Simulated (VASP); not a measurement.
Here is the system:

```
CELL_PARAMETERS angstrom
      4.61502     0.00000     0.00000
      0.00000     4.61502     0.00000
      0.00000     0.00000     2.96060
ATOMIC_POSITIONS crystal
  Ti 0.00000 0.00000 0.00000
  Ti 0.50000 0.50000 0.50000
  O  0.30423 0.30423 0.00000
  O  0.80423 0.19577 0.50000
  O  0.19577 0.80423 0.50000
  O  0.69577 0.69577 0.00000
```

The numbers are results of rev-vdW-DF2, VASP's PBE PAW potentials (set 64) (plane waves; VASP 6.6.1), not measurements. Numerical set-up: 520 eV cut-off, 6×6×8 Γ-centred mesh, tetrahedra with Blöchl corrections, potentials Ti_sv O.

Task: Predict the energy per atom (σ→0), band gap (on the k-mesh) with the smallest direct gap where there is one.

Result: 
```json
{
  "band gap (on the k-mesh)": "1.80 eV",
  "smallest direct gap (on the k-mesh)": "1.80 eV",
  "energy per atom (σ→0)": "-7.284 eV/atom"
}
```

Only differences to runs with the same potentials and settings are physical.

The compound is TiO2 in the rutile structure. It was relaxed first.
